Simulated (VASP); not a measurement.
# B2Te2Ru (R-3m) in VASP: band structure with vdW-DF-cx

Aim: the band structure of B2Te2Ru with vdW-DF-cx.

Program: VASP 6.6.1. These are calculated values, not measurements. Logs are shortened: lines on timing, memory, paths and dates and some standing lists are left out, and cuts for length are marked.

## (1) The undisturbed crystal

It takes space group R-3m (No. 166, trigonal). The conventional cell has a = 5.112 Å, b = 5.112 Å, c = 13.750 Å, α = 90.00°, β = 90.00°, γ = 120.00°. Around B (site symmetry 3m) lie 1 Te at 2.65 Å and 3 Ru at 2.97 Å and 3 B at 3.02 Å. Te (site symmetry 3m) has 1 Ru at 2.24 Å as nearest neighbours. Ru (site symmetry -3m) has 2 Te at 2.24 Å as nearest neighbours.

The cell was built by a generator and needn't be a form met in nature.

## (2) Band structure, vdW-DF-cx (atoms moved at random, drawn with an rms of 0.15 Å)

Input file run.py:

```python
from ase.calculators.vasp import Vasp
from ase.dft.bandgap import bandgap
from ase.io import read

atoms = read('POSCAR')
calc = Vasp(
    directory='calc',
    xc='vdw-df-cx',
    pp='PBE',
    setups='materialsproject',
    prec='Accurate',
    encut=520,
    ediff=1e-07,
    ismear=0,
    sigma=0.01,
    lreal=False,
    lasph=True,
    nelm=100,
    algo='Fast',
    isif=2,
    lwave=False,
    lcharg=True,
    lmaxmix=4,
    kpts=[6, 6, 6],
    gamma=True,
)
atoms.calc = calc

print('energy (eV):', atoms.get_potential_energy())
print('free energy (eV):', atoms.get_potential_energy(force_consistent=True))
efermi = calc.get_fermi_level()
print('Fermi level (eV):', efermi)
path = atoms.cell.bandpath(npoints=40, eps=1e-4)
print('path:', path.path)
calc.set(kpts=path.kpts, reciprocal=True, icharg=11, isym=0, lcharg=False)
calc.calculate(atoms)
print('gap on the path (eV):', bandgap(calc, efermi=efermi)[0])
print('direct gap on the path (eV):', bandgap(calc, efermi=efermi, direct=True)[0])
```

Input file POSCAR:

```
B2Te2Ru
1.0
    2.5562232700      1.4758362000      4.5832531900
   -2.5562232700      1.4758362000      4.5832531900
    0.0000000000     -2.9516723900      4.5832531900
B Te Ru
2 2 1
Direct
    0.3643270000      0.3455670000      0.3547830000
    0.6367110000      0.6586820000      0.6273020000
    0.1578820000      0.1666140000      0.1929600000
    0.8548180000      0.8500570000      0.7857910000
   -0.0446710000     -0.0058560000      0.0360260000
```

Potentials or basis: VASP PAW PBE potentials, release 64 (B, Te, Ru_pv).

Command:

```bash
$ python run.py
```

The program printed:

```text
<dir> UserWarning: vdW has been enabled, however no location for the vdw_kernel.bindat file has been specified. Set ASE_VASP_VDW environment variable to copy the vdW kernel.
  warnings.warn(
energy (eV): -11.67320098
free energy (eV): -11.6733143
Fermi level (eV): 6.21298362
path: GLB1,BZGX,QFP1Z,LP
gap on the path (eV): 0.0
direct gap on the path (eV): 0.0
```

OUTCAR:

```text
ENCUT = 520.000000
   EDIFF = 1.00e-07
   GGA = CX
   PREC = Accurate
   ICHARG = 11
   ISIF = 2
   ISMEAR = 0
   ISYM = 0
   NELM = 100
   LASPH = .TRUE.
   LREAL = .FALSE.

 ion  position               nearest neighbor table
   1  0.364  0.346  0.355-   3 2.51   5 2.76
   2  0.637  0.659  0.627-   4 2.61   5 2.73
   3  0.158  0.167  0.193-   5 2.44   1 2.51   4 2.67   4 3.08   4 3.14
   4  0.855  0.850  0.786-   5 2.30   2 2.61   3 2.67   3 3.08   3 3.14   5 3.46
   5  0.955  0.994  0.036-   4 2.30   3 2.44   2 2.73   1 2.76   4 3.46

IMPORTANT INFORMATION: All symmetrisations will be switched off!
NOSYMM: (Re-)initialisation of all symmetry stuff for point group C_1.

----------------------------------------------------------------------------------------

                                     Primitive cell

  volume of cell :     103.7438

  direct lattice vectors                    reciprocal lattice vectors
     2.556223270  1.475836200  4.583253190     0.195601067  0.112930329  0.072728544
    -2.556223270  1.475836200  4.583253190    -0.195601067  0.112930329  0.072728544
     0.000000000 -2.951672390  4.583253190     0.000000000 -0.225860657  0.072728545

  length of vectors
     5.451475002  5.451475002  5.451475002     0.237281432  0.237281432  0.237281431

  position of ions in fractional coordinates (direct lattice)
     0.364327000  0.345567000  0.354783000
     0.636711000  0.658682000  0.627302000
     0.157882000  0.166614000  0.192960000
     0.854818000  0.850057000  0.785791000
     0.955329000  0.994144000  0.036026000

  ion indices of the primitive-cell ions
   primitive index   ion index
                 1           1
                 2           2
                 3           3
                 4           4
                 5           5

----------------------------------------------------------------------------------------

 KPOINTS: KPOINTS created by Atomic Simulation Env

Read explicit list of k-points.

 Found     40 k-points:

 Following reciprocal coordinates:
            Coordinates               Weight
  0.000000  0.000000  0.000000      0.025000
  0.100000  0.000000  0.000000      0.025000
  0.200000  0.000000  0.000000      0.025000
  0.300000  0.000000  0.000000      0.025000
  0.400000  0.000000  0.000000      0.025000
  0.500000  0.000000  0.000000      0.025000
[... 16 lines left out ...]
  0.183948  0.000000 -0.183948      0.025000
  0.245264  0.000000 -0.245264      0.025000
 [... further k-points ...]
   k-points           NKPTS =     40   k-points in BZ     NKDIM =     40   number of bands    NBANDS=     20
   number of dos      NEDOS =    301   number of ions     NIONS =      5
   total plane-waves  NPLWV =  74088
   dimension x,y,z NGX =    42 NGY =   42 NGZ =   42
   dimension x,y,z NGXF=    84 NGYF=   84 NGZF=   84
   ions per type =               2   2   1
   NGX,Y,Z   is equivalent  to a cutoff of  12.81, 12.81, 12.81 a.u.
   NGXF,Y,Z  is equivalent  to a cutoff of  25.62, 25.62, 25.62 a.u.
 SYSTEM =  unknown system
   PREC   = accura    normal or accurate (medium, high low for compatibility)
   ISTART =      0    job   : 0-new  1-cont  2-samecut
   ICHARG =     11    charge: 1-file 2-atom 10-const
   ISPIN  =      1    spin polarized calculation?
   LNONCOLLINEAR =      F non collinear calculations
   LSORBIT =      F    spin-orbit coupling
   LASPH  =      T    aspherical Exc in radial PAW
   ENCUT  =  520.0 eV  38.22 Ry    6.18 a.u.  10.14 10.14 10.14*2*pi/ulx,y,z
   NELM   =    100;   NELMIN=  2; NELMDL=  0     # of ELM steps
   EDIFF  = 0.1E-06   stopping-criterion for ELM
   LREAL  =      F    real-space projection
   EDIFFG = 0.1E-05   stopping-criterion for IOM
   NSW    =      0    number of steps for IOM
   IBRION =     -1    ionic relax: 0-MD 1-quasi-New 2-CG
   NFREE  =      0    steps in history (QN), initial steepest desc. (CG)
   ISIF   =      2    stress and relaxation
   ISYM   =      0    0-nonsym 1-usesym 2-fastsym
   POTIM  = 0.5000    time-step for ionic-motion
   TEBEG  =    0.0;   TEEND  =   0.0 temperature during run
   PSTRESS=    0.0 pullay stress
   NELECT =      32.0000    total number of electrons
   NUPDOWN=      -1.0000    fix difference up-down
   EMIN   =  10.00;   EMAX   =-10.00  energy-range for DOS
   EFERMI =   0.00;   METHOD = LEGACY
   ISMEAR =     0;   SIGMA  =   0.01  broadening in eV -4-tet -1-fermi 0-gaus
   EFERMI_NEDOS =   21; number of points for ismear=-14 and -15
   IALGO  =     68    algorithm
   IMIX   =      4    mixing-type and parameters
     AMIX     =   0.40;   BMIX     =  1.00
     AMIX_MAG =   1.60;   BMIX_MAG =  1.00
  volume/ion in A,a.u.               =      20.75       140.02
  Fermi-wavevector in a.u.,A,eV,Ry     =   1.106125  2.090273 16.646893  1.223512
  Thomas-Fermi vector in A             =   2.242621
   LORBIT       =      0    0 simple, 1 ext, 2 COOP (PROOUT), +10 PAW based schemes
   GGA     = CX    functional components
   LHFCALC =     F    Hartree Fock is set to
   AEXX    =    0.0000 exact exchange contribution
   IVDW_NL    =     1    kernel type
   BPARAM     = 6.3000
   IVDW    =     0    specifies the selected vdW correction
   LEPSILON=     F    determine dielectric tensor
   LRPA    =     F    only Hartree local field effects (RPA)
 non-spin polarized calculation
 RMM-DIIS sequential band-by-band and
 Gauss-broadening in eV      SIGMA  =   0.01
  energy-cutoff  :      520.00
  volume of cell :      103.74
 maximum number of plane-waves:      2826
 NGX is ok and might be reduce to    42

 number of electron      32.0000001 magnetization

 Free energy of the ion-electron system (eV)
  ---------------------------------------------------
  ext. energy  EPLUGINS =         0.00000000
  ---------------------------------------------------
  free energy    TOTEN  =       -12.15484709 eV

  energy without entropy =      -12.15450926  energy(sigma->0) =      -12.15467818

 E-fermi :   6.2909     XC(G=0): -10.2018

 val. band max:        6.2590601702   @ k =   0.7642   0.3679   0.3679
 cond. band min:       6.2909502057   @ k =   0.6321   0.1839   0.1839
 fundamental gap:      0.0318900355
 Fermi energy:         6.2908620934

 k-point     1 :       0.0000    0.0000    0.0000
  band No.  band energies     occupation
      1     -36.1560      2.00000
      2     -35.6954      2.00000
      3     -35.6177      2.00000
      4      -7.9731      2.00000
      5      -3.2583      2.00000
      6      -0.5207      2.00000
[... 12 lines left out ...]
     19       7.8320      0.00000
     20       8.0162      0.00000

 k-point     2 :       0.1000    0.0000    0.0000
  band No.  band energies     occupation
      1     -36.1560      2.00000
      2     -35.6954      2.00000
      3     -35.6177      2.00000
      4      -7.9227      2.00000
      5      -3.4192      2.00000
      6      -0.5023      2.00000
[... 12 lines left out ...]
     19       7.4475      0.00000
     20       7.6070      0.00000

 k-point     3 :       0.2000    0.0000    0.0000
  band No.  band energies     occupation
      1     -36.1561      2.00000
      2     -35.6955      2.00000
      3     -35.6177      2.00000
      4      -7.7794      2.00000
      5      -3.8194      2.00000
      6      -0.4474      2.00000
[... 12 lines left out ...]
     19       7.1460      0.00000
     20       7.9450      0.00000

 k-point     4 :       0.3000    0.0000    0.0000
  band No.  band energies     occupation
      1     -36.1561      2.00000
      2     -35.6956      2.00000
      3     -35.6178      2.00000
      4      -7.5718      2.00000
      5      -4.2987      2.00000
      6      -0.3561      2.00000
[... 12 lines left out ...]
     19       7.4777      0.00000
     20       8.2666      0.00000

 k-point     5 :       0.4000    0.0000    0.0000
  band No.  band energies     occupation
      1     -36.1562      2.00000
      2     -35.6956      2.00000
      3     -35.6178      2.00000
      4      -7.3649      2.00000
      5      -4.6992      2.00000
      6      -0.2426      2.00000
[... 12 lines left out ...]
     19       7.9269      0.00000
     20       8.4688      0.00000
[... 353 lines left out ...]
      6      -0.4954      2.00000
[... 12 lines left out ...]
     19       7.4760      0.00000
     20       7.7696      0.00000

 k-point    22 :       0.1226    0.0000   -0.1226
  band No.  band energies     occupation
      1     -36.1561      2.00000
      2     -35.6955      2.00000
      3     -35.6178      2.00000
      4      -7.7194      2.00000
      5      -4.0405      2.00000
      6      -0.4607      2.00000
[... 12 lines left out ...]
     19       7.0363      0.00000
     20       7.8593      0.00000

 k-point    23 :       0.1839    0.0000   -0.1839
  band No.  band energies     occupation
      1     -36.1562      2.00000
      2     -35.6955      2.00000
      3     -35.6178      2.00000
      4      -7.4250      2.00000
      5      -4.6629      2.00000
      6      -0.5045      2.00000
[... 12 lines left out ...]
     19       7.5343      0.00000
     20       7.9575      0.00000

 k-point    24 :       0.2453    0.0000   -0.2453
  band No.  band energies     occupation
      1     -36.1562      2.00000
      2     -35.6956      2.00000
      3     -35.6179      2.00000
      4      -7.0694      2.00000
      5      -5.2137      2.00000
      6      -0.6679      2.00000
[... 12 lines left out ...]
     19       7.8796      0.00000
     20       8.0520      0.00000

 [... further k-points ...]

------------------------ aborting loop because EDIFF is reached ----------------------------------------

  FORCE on cell =-STRESS in cart. coord.  units (eV):
  Direction    XX          YY          ZZ          XY          YZ          ZX
  --------------------------------------------------------------------------------------
  -------------------------------------------------------------------------------------
  Total       -9.0013729     -7.9349869      5.0646776     -3.6563213     -2.9810665     -0.6543486
  in kB     -139.0136010   -122.5447633     78.2168539    -56.4667625    -46.0383981    -10.1054986
  external PRESSURE =     -61.1138368 kB  Pullay stress =       0.0000000 kB

 VOLUME and BASIS-vectors are now :
 -----------------------------------------------------------------------------
  energy-cutoff  :      520.00
  volume of cell :      103.74
      direct lattice vectors                 reciprocal lattice vectors
     2.556223270  1.475836200  4.583253190     0.195601067  0.112930329  0.072728544
    -2.556223270  1.475836200  4.583253190    -0.195601067  0.112930329  0.072728544
     0.000000000 -2.951672390  4.583253190     0.000000000 -0.225860657  0.072728545

 POSITION                                       TOTAL-FORCE (eV/Angst)
 -----------------------------------------------------------------------------------
      0.04795      0.00048      4.87968         0.309626     -0.193343     -0.677388
     -0.05616      0.06020      8.81220        -0.120961      0.632016      0.734133
     -0.02232     -0.09065      2.37163        -0.103283      1.311931      1.598776
      0.01217      0.19672     11.41535         0.407154     -0.393782     -3.554504
     -0.09922      2.77077      9.10004        -0.492537     -1.356822      1.898982
 -----------------------------------------------------------------------------------
    total drift:                                0.000060     -0.016759     -0.039703

  FREE ENERGIE OF THE ION-ELECTRON SYSTEM (eV)
  ---------------------------------------------------
  free  energy   TOTEN  =       -12.1548470903 eV

  energy  without entropy=      -12.1545092603  energy(sigma->0) =      -12.15467818

Total vdW correction in eV:      4.6366191
```

INCAR:

```text
AGGAC = 0.000000
ENCUT = 520.000000
SIGMA = 0.010000
EDIFF = 1.00e-07
ALGO = Fast
GGA = CX
PREC = Accurate
ICHARG = 11
ISIF = 2
ISMEAR = 0
ISYM = 0
LMAXMIX = 4
NELM = 100
LASPH = .TRUE.
LCHARG = .FALSE.
LUSE_VDW = .TRUE.
LWAVE = .FALSE.
LREAL = .FALSE.
```

It took 7.8 min on 1 thread of Intel Xeon Platinum 8488C (Sapphire Rapids), shared host; peak memory 0.67 GiB.

Results:

```
Band gap along the path : none (metal or under the smearing width)
```

Levels at the corners of the path, in eV from the Fermi level:
```csv
point,band 12,band 13,band 14,band 15,band 16,band 17,band 18,band 19,band 20
Γ,-2.36,-2.00,-1.77,-0.62,-0.22,0.10,0.42,1.62,1.80
L,-1.69,-1.51,-1.15,-0.99,-0.36,0.01,0.83,1.93,2.30
B1,-1.96,-1.38,-1.08,-0.62,-0.20,0.62,1.26,1.52,2.39
B,-2.06,-1.33,-1.07,-0.53,-0.25,0.55,1.37,1.42,2.33
Z,-2.79,-2.06,-1.81,-0.85,0.34,1.12,1.46,1.76,2.20
Γ,-2.36,-2.00,-1.77,-0.62,-0.22,0.10,0.42,1.61,1.80
X,-1.80,-1.45,-1.04,-0.51,-0.07,0.30,0.96,2.05,2.29
Q,-1.86,-1.50,-1.04,-0.51,-0.35,0.37,0.81,2.09,2.40
F,-1.96,-1.12,-0.96,-0.21,0.00,0.38,1.12,1.86,1.99
P1,-1.95,-1.45,-1.11,-0.62,-0.15,0.18,1.53,1.89,1.95
Z,-2.79,-2.06,-1.81,-0.85,0.34,1.12,1.46,1.76,2.19
L,-1.69,-1.51,-1.15,-0.99,-0.36,0.01,0.83,1.93,2.30
P,-1.85,-1.56,-0.78,-0.40,-0.19,0.05,0.94,1.74,2.71
```

Caveat: the log is that of the step along the path at fixed density, whose energy, stress, charges and moments have no meaning; the PAW data sets were made with another functional, which shifts forces and pressure a little; spin-orbit coupling is left out, which moves the levels of the heavy elements.

## (3) The reference run

An earlier run on the cell as given: functional PBE; potentials or basis VASP PAW PBE potentials, release 64 (B, Te, Ru_pv); cutoff 520 eV; k mesh 6 × 6 × 6; occupations fermi-dirac, width 0.05 eV; no spin polarisation.

- Pressure: 7.8 GPa
- Largest force: 5.579 eV/Å
- Band gap on the k mesh: none (metal or under the smearing width)
